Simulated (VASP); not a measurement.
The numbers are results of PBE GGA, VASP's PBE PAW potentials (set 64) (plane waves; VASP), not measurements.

VASP input:

**INCAR**
```
! general
SYSTEM  = PbO2
PREC    = Accurate
ENCUT   = 400   ! plane-wave cut-off (eV)
LREAL   = F   ! projection in real space or not
LASPH   = T

! electronic loop
EDIFF   = 1E-6   ! SCF stop (eV)
NELM    = 100   ! most electronic steps
ALGO    = Normal
LMAXMIX = 4

! smearing
ISMEAR  = 0   ! Gaussian
SIGMA   = 0.05   ! width (eV)

! functional
GGA     = PE   ! PBE

! ions
ISIF    = 2

! output
LWAVE   = F
LCHARG  = F
```

**KPOINTS**
```
Automatic mesh
0
gamma
 6 6 6
0 0 0
```

**POSCAR**
```
PbO2
1
    1.6514680000     0.9534760000     5.0067910000
   -1.6514680000     0.9534760000     5.0067910000
    0.0000000000    -1.9069510000     5.0067910000
Pb O
1 2
Direct
  0.0000000000   0.0000000000   0.0000000000
  0.2520000000   0.2520000000   0.2520000000
  0.7480000000   0.7480000000   0.7480000000
```

POTCAR, in this order: Pb_d O (PBE.64 set). Program: vasp_std.

Output of the run:

File OSZICAR:
```
       N       E                     dE             d eps       ncg     rms          rms(c)
DAV:   1     0.239795812242E+03    0.23980E+03   -0.12222E+04  1088   0.147E+03
DAV:   2     0.179726632583E+01   -0.23800E+03   -0.23278E+03  1306   0.398E+02
DAV:   3    -0.173766942204E+02   -0.19174E+02   -0.18698E+02  1308   0.128E+02
DAV:   4    -0.178685457552E+02   -0.49185E+00   -0.49146E+00  1376   0.222E+01
DAV:   5    -0.178797072022E+02   -0.11161E-01   -0.11161E-01  1474   0.335E+00    0.879E+00
DAV:   6    -0.155169134845E+02    0.23628E+01   -0.12843E+01  1658   0.466E+01    0.337E+00
DAV:   7    -0.154792726839E+02    0.37641E-01   -0.74458E-01  1185   0.988E+00    0.179E+00
DAV:   8    -0.154738465646E+02    0.54261E-02   -0.19682E-01  1245   0.454E+00    0.678E-01
DAV:   9    -0.154660994112E+02    0.77472E-02   -0.25997E-02  1665   0.206E+00    0.174E-01
DAV:  10    -0.154664844965E+02   -0.38509E-03   -0.56812E-03  1177   0.574E-01    0.715E-02
DAV:  11    -0.154664790133E+02    0.54833E-05   -0.23845E-04  1313   0.140E-01    0.236E-02
DAV:  12    -0.154664804970E+02   -0.14838E-05   -0.35326E-05  1331   0.571E-02    0.634E-03
DAV:  13    -0.154664798889E+02    0.60808E-06   -0.17758E-06  1095   0.128E-02
   1 F= -.15466480E+02 E0= -.15466480E+02  d E =-.171758E-14
```

### OUTCAR
```
------------------------ aborting loop because EDIFF is reached ----------------------------------------
  FORCE on cell =-STRESS in cart. coord.  units (eV):
  Direction    XX          YY          ZZ          XY          YZ          ZX
  --------------------------------------------------------------------------------------
  Total        0.0890725      0.0890725     -3.9440615      0.0000000     -0.0000003      0.0000000
  in kB        3.0169197      3.0169208   -133.5868697      0.0000000     -0.0000089      0.0000000
  external PRESSURE =     -42.5176764 kB  Pullay stress =       0.0000000 kB
  volume of cell :       47.30
      direct lattice vectors                 reciprocal lattice vectors
     1.651468000  0.953476000  5.006791000     0.302760938  0.174799077  0.066576231
    -1.651468000  0.953476000  5.006791000    -0.302760938  0.174799077  0.066576231
     0.000000000 -1.906951000  5.006791000     0.000000000 -0.349598154  0.066576266
 POSITION                                       TOTAL-FORCE (eV/Angst)
 -----------------------------------------------------------------------------------
      0.00000      0.00000      0.00000         0.000000      0.000000      0.000000
      0.00000      0.00000      3.78513         0.000000      0.000000      1.122130
      0.00000      0.00000     11.23524         0.000000     -0.000000     -1.122130
 -----------------------------------------------------------------------------------
    total drift:                               -0.000000     -0.000000     -0.000000
  FREE ENERGIE OF THE ION-ELECTRON SYSTEM (eV)
  ---------------------------------------------------
  free  energy   TOTEN  =       -15.4664798889 eV

  energy  without entropy=      -15.4664798889  energy(sigma->0) =      -15.46647989
```
(Selected blocks of OUTCAR.)

At this cut-off the stress carries a Pulay error, which pulls relaxed volumes low.

The structure was generated: PbO2 was put into an ordered model structure (R-3m), which need not be its known phase. The cell was not relaxed at this level.
